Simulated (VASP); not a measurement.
Level of theory: PBE GGA, VASP's PBE PAW potentials (set 64) (plane waves; VASP).

VASP input:

File POSCAR:
```
SiC
1
    1.5455750148    -2.6770142062     0.0000000000
    1.5455750148     2.6770142062     0.0000000000
    0.0000000000     0.0000000000     5.0758585172
Si C
2 2
Direct
  0.6666670000   0.3333330000   0.4995769961
  0.3333330000   0.6666670000   0.9995769961
  0.6666670000   0.3333330000   0.8754230039
  0.3333330000   0.6666670000   0.3754230039
```

**INCAR**
```
SYSTEM = SiC
PREC = Accurate
ENCUT = 520
EDIFF = 1E-6
NELM = 100
ALGO = Normal
LREAL = .FALSE.
LASPH = .TRUE.
ISMEAR = 0
SIGMA = 0.05
GGA = PE
LWAVE = .FALSE.
LCHARG = .FALSE.
ICHARG = 11
```

### KPOINTS
```
k-points along high-symmetry lines
10
Line-mode
Reciprocal
  0.000000   0.000000   0.000000 ! GAMMA
  0.000000   0.500000   0.000000 ! M

  0.000000   0.500000   0.000000 ! M
 -0.333333   0.666667   0.000000 ! K

 -0.333333   0.666667   0.000000 ! K
  0.000000   0.000000   0.000000 ! GAMMA

  0.000000   0.000000   0.000000 ! GAMMA
  0.000000   0.000000   0.500000 ! A

  0.000000   0.000000   0.500000 ! A
  0.000000   0.500000   0.500000 ! L

  0.000000   0.500000   0.500000 ! L
 -0.333333   0.666667   0.500000 ! H

 -0.333333   0.666667   0.500000 ! H
  0.000000   0.000000   0.500000 ! A

  0.000000   0.500000   0.500000 ! L
  0.000000   0.500000   0.000000 ! M

 -0.333333   0.666667   0.500000 ! H
 -0.333333   0.666667   0.000000 ! K
```

POTCAR, in this order: Si C (PBE.64 set). Program: vasp_std. Read from the step before: CHGCAR.

The run wrote:

OSZICAR:
```
       N       E                     dE             d eps       ncg     rms          rms(c)
DAV:   1     0.341713643304E+02    0.34171E+02   -0.73281E+03  2160   0.118E+03
DAV:   2    -0.261115319308E+02   -0.60283E+02   -0.55283E+02  3136   0.178E+02
DAV:   3    -0.287547037791E+02   -0.26432E+01   -0.26227E+01  2804   0.366E+01
DAV:   4    -0.287863880526E+02   -0.31684E-01   -0.31622E-01  2624   0.462E+00
DAV:   5    -0.287870429401E+02   -0.65489E-03   -0.65476E-03  2680   0.592E-01
DAV:   6    -0.287870663680E+02   -0.23428E-04   -0.23424E-04  2676   0.977E-02
DAV:   7    -0.287870673186E+02   -0.95065E-06   -0.95052E-06  2564   0.171E-02
   1 F= -.28787067E+02 E0= -.28787067E+02  d E =-.332014E-11
```

**OUTCAR**
```
 val. band max:        8.0880838753   @ k =   0.0000   0.0000   0.0000

 cond. band min:      10.3882042511   @ k =  -0.3333   0.6667   0.0000



 k-point     1 :       0.0000    0.0000    0.0000
  band No.  band energies     occupation
      1      -7.3600      2.00000
      2      -3.8546      2.00000
      3      -0.5233      2.00000
      4       6.7813      2.00000
      5       6.7813      2.00000
      6       7.9755      2.00000
      7       8.0880      2.00000
      8       8.0881      2.00000
      9      12.7711      0.00000
     10      14.1258      0.00000
     11      14.6665      0.00000
     12      14.6665      0.00000

 k-point     2 :       0.0000    0.0556    0.0000
  band No.  band energies     occupation
      1      -7.3070      2.00000
      2      -3.8092      2.00000
      3      -0.4746      2.00000
      4       6.4599      2.00000
      5       6.6845      2.00000
      6       7.8657      2.00000
      7       7.9509      2.00000
      8       8.0593      2.00000
      9      12.9977      0.00000
     10      14.1583      0.00000
     11      14.6130      0.00000
     12      14.7797      0.00000

 k-point     3 :       0.0000    0.1111    0.0000
  band No.  band energies     occupation
      1      -7.1486      2.00000
      2      -3.6746      2.00000
      3      -0.3302      2.00000
      4       5.6560      2.00000
      5       6.4331      2.00000
      6       7.3040      2.00000
      7       7.8285      2.00000
      8       7.9636      2.00000
      9      13.2510      0.00000
     10      14.2603      0.00000
     11      14.7461      0.00000
     12      15.0819      0.00000

 k-point     4 :       0.0000    0.1667    0.0000
  band No.  band energies     occupation
      1      -6.8867      2.00000
      2      -3.4563      2.00000
      3      -0.0962      2.00000
      4       4.6255      2.00000
      5       6.1026      2.00000
      6       6.5096      2.00000
      7       7.6172      2.00000
...
```

The density is held fixed in this step, so its total energy and stress have no physical meaning.

The compound is SiC in the wurtzite structure, the rare 2H polytype. It was relaxed first.
